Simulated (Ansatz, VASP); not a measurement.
## Zr4F: VASP beside Ansatz

```xyz
5
Lattice="-2.9806 2.9806 2.9806 2.9806 -2.9806 2.9806 2.9806 2.9806 -2.9806" Properties=species:S:1:pos:R:3 pbc="T T T"
Zr    1.4903    1.4903   -1.4903
Zr   -1.4903    1.4903    1.4903
Zr    1.4903    1.4903    1.4903
Zr    1.4903   -1.4903    1.4903
F     0.0000    0.0000    0.0000
```

Change from the starting cell: species swapped into the NiHg4 type (Im-3m, No. 229).

Alike in both runs: functional PBE; k mesh 4 × 4 × 4; occupations gaussian, width 0.1 eV; no spin polarisation.

Ansatz relaxed the structure, and its values are those at the end. VASP's run is a single point on that final structure, the one shown.

```csv
,VASP,Ansatz
version,VASP 6.6.1,Ansatz 0.2.0
potentials or method,"VASP PAW PBE potentials, release 64 (Zr_sv, F)","scalar-relativistic, plane waves, PAW"
plane-wave cutoff (eV),520,420
valence electrons in the cell,55,55
```

|  | VASP | Ansatz | Ansatz less VASP |
| --- | --- | --- | --- |
| gap on the k mesh at the Fermi level (eV) | none | none | - |
| pressure (GPa) | 0.3 | 0.3 | +0.01 |

A gap of «none» marks a metal or a gap that the smearing closes.

Caveats: the k mesh is coarse (spacing up to 0.37 Å⁻¹), so the values aren't converged; an odd number of electrons without spin polarisation forces a metal; a magnetic or distorted state may lie lower.
